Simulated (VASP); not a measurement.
**Fitting the PBE energy curve of AlFe3B**

```yaml
crystal:
  lattice:
    - [3.82232, 0.00000, 0.00000]
    - [0.00000, 3.82232, 0.00000]
    - [0.00000, 0.00000, 3.82232]
  atoms:
    - { symbol: Fe, position: [0.00000, 0.00000, 0.50000] }
    - { symbol: Fe, position: [0.00000, 0.50000, 0.00000] }
    - { symbol: Fe, position: [0.50000, 0.00000, 0.00000] }
    - { symbol: Al, position: [0.50000, 0.50000, 0.50000] }
    - { symbol: B, position: [0.00000, 0.00000, 0.00000] }
```

The cell comes from a database or a generator and needn't be the stable form of this composition.

The cell was scaled at fixed shape and fractions and run with VASP, PBE PAW files Al, B, Fe, 520 eV; PBE, k mesh 7 × 7 × 7 on the cell of 5 atoms, fermi-dirac occupations of 0.05 eV, collinear spin, ferromagnetic start, no spin-orbit coupling. Energies are those that the program minimises, any entropy of the smearing included. For a metal such a mesh isn't converged to the digits shown. The magnetic state is the one that the start led to, which needn't be the lowest.

| V (Å³/atom) | energy over the lowest row (meV/atom) |
| --- | --- |
| 10.4988 | 23.235 |
| 10.7222 | 9.164 |
| 10.9456 | 1.623 |
| 11.1689 | 0.000 |
| 11.3923 | ? |
| 11.6157 | 12.063 |
| 11.8391 | 24.575 |

Fit the third-order Birch-Murnaghan form, give V0, B0 and B′, and predict the energy left open.

With y = (V0/V)^(2/3), E = E0 + (9 V0 B0/16) [(y - 1)³ B′ + (y - 1)² (6 - 4y)]. Least squares through the rows shown give V0 = 11.1218 Å³/atom, E0 = -0.095 meV, B0 = 192.3 GPa (1 eV/Å³ = 160.218 GPa) and B′ = 4.65, with a largest miss of 0.030 meV. At V = 11.3923 the form with these constants gives 3.678 meV; the run gave 3.673 meV an atom.
